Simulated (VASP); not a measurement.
# CH₂BrF: training a force field on the fly

CH₂BrF, molecule in box, 5 atoms in the cell. PBE, machine-learned force field trained on the fly; PAW potentials F, C, Br, H (PBE set).

## Input

INCAR.step1:
```
PREC     = Normal         # precision mode
ENCUT    = 400            # plane-wave cutoff, eV
EDIFF    = 1E-5           # SCF threshold, eV
LREAL    = False          # projectors in reciprocal space
ALGO     = Fast           # electronic algorithm
NELMIN   = 4            
NELM     = 100            # most SCF steps
ISYM     = 0            
ISMEAR   = 0              # smearing method
SIGMA    = 0.05           # smearing width, eV
LWAVE    = False          # write WAVECAR
LCHARG   = False          # write CHGCAR
IBRION   = 0              # ionic algorithm
ISIF     = 2              # what is computed and relaxed
TEBEG    = 300          
POTIM    = 0.7            # step
RANDOM_SEED= 665392 0 0   
MDALGO   = 1            
ANDERSEN_PROB= 0.1          
NSW      = 160            # ionic steps
ML_LMLFF = True         
ML_MODE  = train        
ML_CTIFOR= 1E-6         
ML_WTSIF = 1E-10        
ML_NMDINT= 1            
ML_ICRITERIA= 0             
```

INCAR.step2, as INCAR.step1 but for:
```
- TEBEG = 300
- RANDOM_SEED = 665392 0 0
- MDALGO = 1
- ANDERSEN_PROB = 0.1
- NSW = 160
- ML_CTIFOR = 1E-6
- ML_NMDINT = 1
- ML_ICRITERIA = 0
+ TEBEG = 180
+ RANDOM_SEED = 534496 0 0
+ MDALGO = 3
+ LANGEVIN_GAMMA = 10 10 10 10
+ NSW = 2000
+ TEEND = 375
+ ML_CTIFOR = 0.02
+ ML_NMDINT = 2
```

INCAR.step3:
```
PREC     = Normal         # precision mode
ENCUT    = 400            # plane-wave cutoff, eV
EDIFF    = 1E-5           # SCF threshold, eV
LREAL    = False          # projectors in reciprocal space
ALGO     = Fast           # electronic algorithm
NELMIN   = 4            
NELM     = 100            # most SCF steps
ISYM     = 0            
ISMEAR   = 0              # smearing method
SIGMA    = 0.05           # smearing width, eV
LWAVE    = False          # write WAVECAR
LCHARG   = False          # write CHGCAR
ML_LMLFF = True         
ML_MODE  = refit        
ML_WTSIF = 1E-10         
```

INCAR.step4:
```
PREC     = Normal         # precision mode
ENCUT    = 400            # plane-wave cutoff, eV
ISYM     = 0            
ISMEAR   = 0              # smearing method
SIGMA    = 0.05           # smearing width, eV
LWAVE    = False          # write WAVECAR
LCHARG   = False          # write CHGCAR
ML_LMLFF = True         
ML_MODE  = run          
NWRITE   = 2            
IBRION   = -1             # ionic algorithm
NSW      = 0              # ionic steps
```

INCAR.step5:
```
PREC     = Normal         # precision mode
ENCUT    = 400            # plane-wave cutoff, eV
EDIFF    = 1E-5           # SCF threshold, eV
LREAL    = False          # projectors in reciprocal space
ALGO     = Fast           # electronic algorithm
NELMIN   = 4            
NELM     = 100            # most SCF steps
ISYM     = 0            
ISMEAR   = 0              # smearing method
SIGMA    = 0.05           # smearing width, eV
LWAVE    = False          # write WAVECAR
LCHARG   = False          # write CHGCAR
```

INCAR.step6:
```
PREC     = Normal         # precision mode
ENCUT    = 400            # plane-wave cutoff, eV
ISYM     = 0            
ISMEAR   = 0              # smearing method
SIGMA    = 0.05           # smearing width, eV
LWAVE    = False          # write WAVECAR
LCHARG   = False          # write CHGCAR
ML_LMLFF = True         
ML_MODE  = run          
NWRITE   = 0            
IBRION   = 2              # ionic algorithm
NSW      = 300            # ionic steps
EDIFFG   = -2E-4          # ionic threshold
ISIF     = 2              # what is computed and relaxed
```

KPOINTS:
```
k-points
0
Gamma
  1 1 1
```

POSCAR.step1:
```
H2CBrF
1.0
    8.5000000000      0.0000000000      0.0000000000
    0.0000000000      8.0000000000      0.0000000000
    0.0000000000      0.0000000000      8.0000000000
F C Br H
1 1 1 2
Direct
    0.6241764800      0.6177687500      0.5066624900
    0.5610117700      0.4630937500      0.4958625000
    0.3616117600      0.4698687400      0.3793875000
    0.6383882400      0.3822312500      0.4237375000
    0.5375176500      0.4149937500      0.6206125000
```

Commands (each step's output is kept before the next begins):
```
cat potpaw_PBE.64/F/POTCAR potpaw_PBE.64/C/POTCAR potpaw_PBE.64/Br/POTCAR potpaw_PBE.64/H/POTCAR > POTCAR
cp INCAR.step1 INCAR
cp POSCAR.step1 POSCAR
mpirun -np 4 vasp_gam > vasp.out
cp ML_ABN ../ML_AB
cp CONTCAR POSCAR
cp ../ML_AB ML_AB
cp INCAR.step2 INCAR
mpirun -np 4 vasp_gam > vasp.out
cp ML_ABN ../ML_AB
cp CONTCAR POSCAR
cp ../ML_AB ML_AB
cp INCAR.step3 INCAR
mpirun -np 4 vasp_gam > vasp.out
cp ML_FFN ../ML_FF
cp ../ML_FF ML_FF
rm ML_AB
cp INCAR.step4 INCAR
mpirun -np 4 vasp_gam > vasp.out
cp INCAR.step5 INCAR
mpirun -np 4 vasp_gam > vasp.out
cp INCAR.step6 INCAR
mpirun -np 4 vasp_gam > vasp.out
cp CONTCAR ../POSCAR.min
cp CONTCAR POSCAR
cp INCAR.step5 INCAR
mpirun -np 4 vasp_gam > vasp.out
cp INCAR.step4 INCAR
mpirun -np 4 vasp_gam > vasp.out
```

## Result

- Force error of the fit (eV/Å): 0.003
- Energy error of the fit (eV/atom): 0.0000

The training runs are MD at 180 to 375 K, 1.5 ps in all.

Between the relaxed minimum and a frame of the training run, the force field gives 0.137 eV and DFT 0.140 eV.

ML_LOGFILE.step1:
```
# STATUS This line describes the overall status of each step.
# STATUS
# STATUS nstep ..... MD time step or input structure counter
# STATUS state ..... One-word description of step action
# STATUS             - "accurate"  (1) : Errors are low, force field is used
# STATUS             - "threshold" (2) : Errors exceeded threshold, structure is sampled from ab initio
# STATUS             - "learning"  (3) : Stored configurations are used for training force field
# STATUS             - "critical"  (4) : Errors are high, ab initio sampling and learning is enforced
# STATUS             - "predict"   (5) : Force field is used in prediction mode only, no error checking
# STATUS             - "predfast"  (6) : Prediction mode only, no error checking, no error estimates
# STATUS             - "interval"  (7) : Errors exceeded threshold, but too close to last sampling (ML_NMDINT)
# STATUS is ........ Integer representation of above one-word description (integer in parenthesis)
# STATUS doabin .... Perform ab initio calculation (T/F)
# STATUS iff ....... Force field available (T/F, False after startup hints to possible convergence problems)
[... 34 lines left out ...]
BEEF                  157   5.02975585E-06   3.01439686E-03   1.38047086E-03   1.00000000E-06   6.42571855E-02   4.35494437E-02
BEEF                  158   4.92365978E-06   2.86026024E-03   1.33463103E-03   1.00000000E-06   6.40433545E-02   4.32206354E-02
BEEF                  159   4.78746581E-06   2.57280127E-03   1.22220406E-03   1.00000000E-06   6.39303967E-02   4.27589566E-02
BEEF                  160   4.63111534E-06   2.26345080E-03   1.09061778E-03   1.00000000E-06   6.38744311E-02   4.20566706E-02
ERR                   157   7.12576480E-05   7.61198947E-03   3.08363731E+00
ERR                   158   7.15668128E-05   7.59665935E-03   3.08773472E+00
ERR                   159   7.17912249E-05   7.59287069E-03   3.09244183E+00
ERR                   160   7.18196104E-05   7.57222048E-03   3.09425162E+00
```

ML_LOGFILE.step2:
```
# STATUS This line describes the overall status of each step.
# STATUS
# STATUS nstep ..... MD time step or input structure counter
# STATUS state ..... One-word description of step action
# STATUS             - "accurate"  (1) : Errors are low, force field is used
# STATUS             - "threshold" (2) : Errors exceeded threshold, structure is sampled from ab initio
# STATUS             - "learning"  (3) : Stored configurations are used for training force field
# STATUS             - "critical"  (4) : Errors are high, ab initio sampling and learning is enforced
# STATUS             - "predict"   (5) : Force field is used in prediction mode only, no error checking
# STATUS             - "predfast"  (6) : Prediction mode only, no error checking, no error estimates
# STATUS             - "interval"  (7) : Errors exceeded threshold, but too close to last sampling (ML_NMDINT)
# STATUS is ........ Integer representation of above one-word description (integer in parenthesis)
# STATUS doabin .... Perform ab initio calculation (T/F)
# STATUS iff ....... Force field available (T/F, False after startup hints to possible convergence problems)
[... 32 lines left out ...]
SPRSC                2000       167       167 F         46        45 C         54        52 Br        41        41 H         86        86
BEEF                 1997   2.67244240E-05   9.12940542E-03   4.27859386E-03   2.00000000E-02   6.47638716E-02   4.34006127E-02
BEEF                 1998   2.76856693E-05   1.01470585E-02   4.68789701E-03   2.00000000E-02   6.55920713E-02   4.43426107E-02
BEEF                 1999   2.72094084E-05   9.06368752E-03   4.32950235E-03   2.00000000E-02   6.55208342E-02   4.36223166E-02
BEEF                 2000   2.87606795E-05   7.28431069E-03   3.83811895E-03   2.00000000E-02   6.66325718E-02   4.40810369E-02
ERR                     0   7.16841006E-05   7.56003910E-03   3.09522945E+00
ERR                  1266   7.90299643E-05   7.77578214E-03   3.15822723E+00
ERR                  2000   1.02676363E-04   8.66786852E-03   3.11847886E+00
```

ML_LOGFILE.step3:
```
# STATUS This line describes the overall status of each step.
# STATUS
# STATUS nstep ..... MD time step or input structure counter
# STATUS state ..... One-word description of step action
# STATUS             - "accurate"  (1) : Errors are low, force field is used
# STATUS             - "threshold" (2) : Errors exceeded threshold, structure is sampled from ab initio
# STATUS             - "learning"  (3) : Stored configurations are used for training force field
# STATUS             - "critical"  (4) : Errors are high, ab initio sampling and learning is enforced
# STATUS             - "predict"   (5) : Force field is used in prediction mode only, no error checking
# STATUS             - "predfast"  (6) : Prediction mode only, no error checking, no error estimates
# STATUS             - "interval"  (7) : Errors exceeded threshold, but too close to last sampling (ML_NMDINT)
# STATUS is ........ Integer representation of above one-word description (integer in parenthesis)
# STATUS doabin .... Perform ab initio calculation (T/F)
# STATUS iff ....... Force field available (T/F, False after startup hints to possible convergence problems)
[... 20 lines left out ...]
# BEEF bee_ave_stress ... Bayesian error estimate of stresses (average) (kB)
# BEEF              nstep       bee_energy    bee_max_force    bee_ave_force        threshold   bee_max_stress   bee_ave_stress
# BEEF                  2                3                4                5                6                7                8
# SPRSC This line shows the results of sparsification regarding the number
# SPRSC of reference structures and local reference configurations.
# SPRSC
STATUS                  0  learning  3      T      F         0         0
STATUS                  1  accurate  1      F      T         1         1
SPRSC                   0       167       167 F         45        45 C         52        52 Br        41        41 H         86        86
ERR                     0   3.71892425E-05   3.40551397E-03   3.04216064E+00
```

Limits: the nuclei move classically.

VASP 6.6.1 took 258 s on 4 cores (Intel Xeon Platinum 8488C (Sapphire Rapids)), a shared host.
